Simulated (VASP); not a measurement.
# MgS (Niningerite): Mg into a neighbouring Mg vacancy

Wanted: the minimum-energy path in MgS (Niningerite) for this move: Mg into a neighbouring Mg vacancy. The start is a cell from a database of measured crystal structures.

Main program and level: VASP 6.6.1; PBEsol; plane waves and PAW (S, Mg).

## (1) The host crystal

Symmetry: Fm-3m, No. 225, cubic system. The conventional cell has a = 5.203 Å, b = 5.203 Å, c = 5.203 Å, α = 90.00°, β = 90.00°, γ = 90.00°. Nearest to S lie 6 Mg at 2.60 Å. Nearest to Mg lie 6 S at 2.60 Å. Farther neighbours and most contacts between anions are not listed.

## (2) Relax the host

First cell and atoms are relaxed at a raised cutoff, so that later runs start from this functional's own cell.

File INCAR:

```
SYSTEM = MgS
PREC = Accurate
ENCUT = 350
EDIFF = 1E-06
NELM = 120
ISMEAR = 0
SIGMA = 0.1
LREAL = .FALSE.
ALGO = Normal
GGA = PS
NBANDS = 10
LORBIT = 11
LWAVE = .FALSE.
LCHARG = .FALSE.
KPAR = 6
LASPH = .TRUE.
IBRION = 2
NSW = 40
ISIF = 3
EDIFFG = -0.02
POTIM = 0.4
```

File POSCAR:

```
MgS
1.0
    0.0000000000      2.6016500000      2.6016500000
    2.6016500000      0.0000000000      2.6016500000
    2.6016500000      2.6016500000      0.0000000000
S Mg
1 1
Direct
    0.5000000000      0.5000000000      0.5000000000
    0.0000000000      0.0000000000      0.0000000000
```

File KPOINTS:

```
Automatic mesh
0
Gamma
6 6 6
0 0 0
```

PAW data sets: S and Mg (PBE family, release 64).

The run is started by

```sh
> mpirun -np 6 vasp_std
```

The program printed:

```text
[banner, memory and clock lines left out]
running    6 mpi-ranks, on    1 nodes
 distrk:  each k-point on    1 cores,    6 groups
 distr:  one band on    1 cores,    1 groups

 POSCAR found type information on POSCAR S Mg
 POSCAR found :  2 types and       2 ions
|                                                                             |
|           W    W    AA    RRRRR   N    N  II  N    N   GGGG   !!!           |
|           W    W   A  A   R    R  NN   N  II  NN   N  G    G  !!!           |
|           W    W  A    A  R    R  N N  N  II  N N  N  G       !!!           |
|           W WW W  AAAAAA  RRRRR   N  N N  II  N  N N  G  GGG   !            |
|           WW  WW  A    A  R   R   N   NN  II  N   NN  G    G                |
|           W    W  A    A  R    R  N    N  II  N    N   GGGG   !!!           |
|                                                                             |
|     For optimal performance we recommend to set                             |
|       NCORE = 2 up to number-of-cores-per-socket                            |
|     NCORE specifies how many cores store one orbital (NPAR=cpu/NCORE).      |
|     This setting can greatly improve the performance of VASP for DFT.       |
|     The default, NCORE=1 might be grossly inefficient on modern             |
|     multi-core architectures or massively parallel machines. Do your        |
|     Unfortunately you need to use the default for GW and RPA                |
|     calculations (for HF NCORE is supported but not extensively tested      |
|     yet).                                                                   |
|                                                                             |

|                                                                             |
|               ----> ADVICE to this user running VASP <----                  |
|                                                                             |
|     You enforced a specific xc type in the INCAR file but a different       |
|     [... a line on the potential file left out ...]
|     I HOPE YOU KNOW WHAT YOU ARE DOING!                                     |
|                                                                             |

 LDA part: xc-table for (Slater+PW92), standard interpolation
 POSCAR, INCAR and KPOINTS ok, starting setup
 FFT: planning ... GRIDC
 FFT: planning ... GRID_SOFT
 FFT: planning ... GRID
 WAVECAR not read
 entering main loop
       N       E                     dE             d eps       ncg     rms          rms(c)
DAV:   1     0.923602251734E+01    0.92360E+01   -0.31275E+03   368   0.466E+02
DAV:   2    -0.882277313147E+01   -0.18059E+02   -0.17440E+02   410   0.842E+01
DAV:   3    -0.943812375396E+01   -0.61535E+00   -0.61486E+00   378   0.161E+01
DAV:   4    -0.944145154971E+01   -0.33278E-02   -0.33276E-02   410   0.142E+00
DAV:   5    -0.944147458841E+01   -0.23039E-04   -0.23039E-04   396   0.108E-01    0.409E+00
DAV:   6    -0.911369118761E+01    0.32778E+00   -0.72741E-01   340   0.355E+00    0.308E+00
DAV:   7    -0.907260285388E+01    0.41088E-01   -0.18905E-01   372   0.196E+00    0.192E+00
DAV:   8    -0.906995161834E+01    0.26512E-02   -0.10247E-02   360   0.632E-01    0.749E-01
DAV:   9    -0.906974595095E+01    0.20567E-03   -0.50831E-04   352   0.135E-01    0.308E-01
DAV:  10    -0.906974108004E+01    0.48709E-05   -0.12113E-04   360   0.526E-02    0.260E-02
DAV:  11    -0.906974301980E+01   -0.19398E-05   -0.13882E-06   336   0.818E-03    0.165E-02
DAV:  12    -0.906974305200E+01   -0.32198E-07   -0.13267E-07   186   0.215E-03
   1 F= -.90697431E+01 E0= -.90697431E+01  d E =-.906974E+01
 curvature:   0.00 expect dE= 0.000E+00 dE for cont linesearch  0.000E+00
 trial: gam= 0.00000 g(F)=  0.179E-62 g(S)=  0.329E-02 ort = 0.000E+00 (trialstep = 0.100E+01)
 search vector abs. value=  0.329E-02
 bond charge predicted
       N       E                     dE             d eps       ncg     rms          rms(c)
DAV:   1    -0.907682147037E+01   -0.70785E-02   -0.10407E-01   324   0.175E+00    0.562E-01
DAV:   2    -0.907195164548E+01    0.48698E-02   -0.12460E-02   326   0.513E-01    0.188E-01
DAV:   3    -0.907143146200E+01    0.52018E-03   -0.29599E-03   354   0.264E-01    0.132E-01
DAV:   4    -0.907142457207E+01    0.68899E-05   -0.22905E-05   370   0.342E-02    0.114E-01
DAV:   5    -0.907141495388E+01    0.96182E-05   -0.11748E-05   338   0.211E-02    0.153E-02
DAV:   6    -0.907141443394E+01    0.51994E-06   -0.24731E-07   186   0.341E-03
   2 F= -.90714144E+01 E0= -.90714144E+01  d E =-.167138E-02
 trial-energy change:   -0.001671  1 .order   -0.001659   -0.003294   -0.000025
 step:   1.0075(harm=  1.0076)  dis= 0.00000  next Energy=    -9.071415 (dE=-0.167E-02)
 reached required accuracy - stopping structural energy minimisation
```

It took 4 s on 6 MPI ranks of Intel Xeon Platinum 8259CL at 2.50GHz (Skylake/Cascade Lake), shared host; peak memory 0.76 GiB; 21 s of CPU time.

Lines that name or quote the potential files are left out of all logs, and their timing lines are given in words.

OUTCAR, selected parts (step 2):

```text
ion  position               nearest neighbor table
   1  0.500  0.500  0.500-   2 2.60   2 2.60   2 2.60   2 2.60   2 2.60   2 2.60
   2  0.000  0.000  0.000-   1 2.60   1 2.60   1 2.60   1 2.60   1 2.60   1 2.60

  LATTYP: Found a face centered cubic cell.
 ALAT       =     5.2033000000

 Subroutine GETGRP returns: Found 48 space group operations
 (whereof 48 operations were pure point group operations)

The static configuration has the point symmetry O_h .

 Found     16 irreducible k-points:

   k-points           NKPTS =     16   k-points in BZ     NKDIM =     16   number of bands    NBANDS=     10

   dimension x,y,z NGX =    24 NGY =   24 NGZ =   24
   dimension x,y,z NGXF=    48 NGYF=   48 NGZF=   48

   ENCUT  =  350.0 eV  25.72 Ry    5.07 a.u.   5.61  5.61  5.61*2*pi/ulx,y,z

   NELECT =       8.0000    total number of electrons

 k-points in reciprocal lattice and weights: Automatic mesh
   0.00000000  0.00000000  0.00000000       0.005
   0.16666667  0.00000000  0.00000000       0.037
   0.33333333  0.00000000  0.00000000       0.037
   0.50000000  0.00000000  0.00000000       0.019
   0.16666667  0.16666667  0.00000000       0.028
   0.33333333  0.16666667  0.00000000       0.111
   0.50000000  0.16666667  0.00000000       0.111
  -0.33333333  0.16666667  0.00000000       0.111
  -0.16666667  0.16666667  0.00000000       0.056
[...]
-0.33333333  0.33333333  0.16666667       0.111
  -0.33333333  0.50000000  0.16666667       0.056

 average (electrostatic) potential at core
       1 -86.0861       2 -36.3944

 E-fermi :   4.2386

 k-point     1 :       0.0000    0.0000    0.0000
  band No.  band energies     occupation
      1      -8.9608      2.00000
      2       3.8031      2.00000
      3       3.8031      2.00000
      4       3.8031      2.00000
      5       7.5040      0.00000
      6      11.6472      0.00000
      7      11.6472      0.00000
      8      11.6472      0.00000
      9      14.1313      0.00000
    ...

 k-point     2 :       0.1667    0.0000    0.0000
  band No.  band energies     occupation
      1      -8.6880      2.00000
      2       2.1279      2.00000
      3       3.6261      2.00000
      4       3.6261      2.00000
      5       8.5874      0.00000
      6      11.3730      0.00000
      7      11.9328      0.00000
      8      11.9328      0.00000
      9      13.4106      0.00000
    ...

 k-point     3 :       0.3333    0.0000    0.0000
  band No.  band energies     occupation
      1      -8.0258      2.00000
      2      -0.1443      2.00000
      3       3.3213      2.00000
      4       3.3213      2.00000
      5       8.4736      0.00000
      6      11.0777      0.00000
      7      11.0777      0.00000
      8      13.2080      0.00000
      9      15.2835      0.00000
    ...

  Total       -0.0018042     -0.0018042     -0.0018042      0.0000000     -0.0000000      0.0000000
  in kB       -0.0832219     -0.0832219     -0.0832219      0.0000000     -0.0000000      0.0000000
  external PRESSURE =      -0.0832219 kB  Pullay stress =       0.0000000 kB

  energy-cutoff  :      350.00
  volume of cell :       34.73
      direct lattice vectors                 reciprocal lattice vectors
    -0.000000000  2.589674884  2.589674884    -0.193074429  0.193074429  0.193074429
     2.589674884  0.000000000  2.589674884     0.193074429 -0.193074429  0.193074429
     2.589674884  2.589674884  0.000000000     0.193074429  0.193074429 -0.193074429

 POSITION                                       TOTAL-FORCE (eV/Angst)
 -----------------------------------------------------------------------------------
      2.58967      2.58967      2.58967        -0.000000     -0.000000      0.000000
      2.58967      0.00000      2.58967         0.000000      0.000000      0.000000
 -----------------------------------------------------------------------------------
    total drift:                               -0.000000     -0.000000      0.000000

  FREE ENERGIE OF THE ION-ELECTRON SYSTEM (eV)
  ---------------------------------------------------
  free  energy   TOTEN  =        -9.0714144339 eV

  energy  without entropy=       -9.0714144339  energy(sigma->0) =       -9.07141443

 reached required accuracy - stopping structural energy minimisation

 total charge
# of ion       s       p       d       tot
------------------------------------------
    1        1.308   2.485   0.000   3.793
    2        0.138   0.132   0.041   0.312
--------------------------------------------------
tot          1.447   2.617   0.041   4.105

[... 3 further parts left out ...]
```

CONTCAR:

```
MgS
   1.00000000000000
    -0.0000000000000000    2.5896748837012735    2.5896748837012735
     2.5896748837012735    0.0000000000000000    2.5896748837012735
     2.5896748837012735    2.5896748837012735    0.0000000000000000
  S               Mg
     1     1
Direct
     0.5000000000000000    0.5000000000000000    0.5000000000000000
     0.0000000000000000    1.0000000000000000    0.0000000000000000
```

The gap is read on the k-mesh alone, so it is an upper bound where the band edges lie off the mesh. The PAW data sets were made with PBE, which is usual practice but a small mismatch for other functionals. The run keeps the 48 symmetry operations of its start, so it cannot find a distortion of lower symmetry.

Step by step:

| step | energy less that of the first step (eV) | largest force (eV/Å) | pressure (GPa) | volume (Å³) |
| --- | --- | --- | --- | --- |
| 1 | 0.0000 | 0.0000 | -1.09 | 35.22 |
| 2 | -0.0017 | 0.0000 | -0.01 | 34.73 |

| conventional cell, symmetrised | before | after | change |
| --- | --- | --- | --- |
| a (Å) | 5.203 | 5.179 | -0.5 % |
| b (Å) | 5.203 | 5.179 | -0.5 % |
| c (Å) | 5.203 | 5.179 | -0.5 % |
| volume (Å³/atom) | 17.61 | 17.37 | -1.4 % |

The relaxed structure:

```xyz
2
Lattice="0.0000 2.5897 2.5897 2.5897 0.0000 2.5897 2.5897 2.5897 0.0000" Properties=species:S:1:pos:R:3 pbc="T T T"
S     2.5897    2.5897    2.5897
Mg    0.0000    0.0000    0.0000
```

Numbers from this step:

```
electronic cycles              : 18
electrons                      : 8
free energy (TOTEN)            : -9.071 eV
Fermi energy                   : 4.239 eV
metallic                       : no
gap on the k-mesh              : 2.731 eV
least direct gap on the k-mesh : 3.701 eV
```

The run ended after 2 ionic steps, 0.002 eV below its first step, once forces and stress met EDIFFG = -0.02.

(Part 1 of 5 ends here.)

[Lines on the potential files, build, host, timing and source positions are cut from VASP's logs without a mark.]

[Logs are printed without paths, hosts, clocks, repeated set-up lines and the standing remarks that a program may print on its own settings, such as how far it seeks lower states.]

[Hosts, paths, dates, database ids (printed as entryN), source tags and the programs' standing remarks are cut or masked in the printed files.]

[Runs that stopped without an error message from VASP are left out.]
